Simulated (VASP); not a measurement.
Write the native input for VASP 6.6.1 that does the following.

| Item | Value |
| --- | --- |
| Task | relaxation of cell and atoms |
| Functional | LDA |
| Potentials or basis | VASP PAW LDA potentials, release 64 (W_sv, C) |
| Cutoff | 600 eV |
| k mesh | 15 × 15 × 13 |
| Occupations | methfessel-paxton, width 0.1 eV |
| Spin | no spin polarisation |
| Further INCAR settings | ALGO = Normal; EDIFF = 1e-06; IBRION = 2; EDIFFG = -0.01; NSW = 90; ISIF = 3 |

The structure of WC (Qusongite) lies in POSCAR:

```
WC
1.0
    2.9065000000      0.0000000000      0.0000000000
   -1.4532500000      2.5171028361      0.0000000000
    0.0000000000      0.0000000000      2.8366000000
W C
1 1
Direct
    0.0000000000      0.0000000000      0.0000000000
    0.6666666667      0.3333333333      0.5000000000
```

These files were run (other wordings do the same):

INCAR

```
PREC = Accurate
ENCUT = 600
EDIFF = 1E-6
ISMEAR = 1
SIGMA = 0.1
LREAL = False
LASPH = True
NELM = 80
ALGO = Normal
ISIF = 3
LWAVE = False
LCHARG = False
GGA = CA
IBRION = 2
NSW = 90
EDIFFG = -0.01
```

KPOINTS

```
regular mesh
0
Gamma
  15 15 13
```

Potentials or basis: VASP PAW LDA potentials, release 64 (W_sv, C).

Command:

```sh
$ cat potpaw_LDA.64/W_sv/POTCAR potpaw_LDA.64/C/POTCAR > POTCAR
$ mpirun -np 1 vasp_std > vasp.out
```

Results of the run:

| Quantity | Value |
| --- | --- |
| Relaxed volume | 10.18 Å³/atom |
| Relaxed cell | a = 2.889 Å, b = 2.889 Å, c = 2.818 Å, α = 90.00°, β = 90.00°, γ = 120.00° |
| Space group after relaxing (to 0.05 Å) | P-6m2 (No. 187) |
| Energy gained by relaxing | 4.5 meV/atom |
| Ionic steps | 7 |
| Pressure after relaxing | 0.1 GPa |
| Band gap on the k mesh | none (metal or under the smearing width) |

Run time: 63 s on 1 thread of Intel(R) Xeon(R) Platinum 8375C CPU @ 2.90GHz (Ice Lake), on a shared host, peak memory 0.2 GiB.
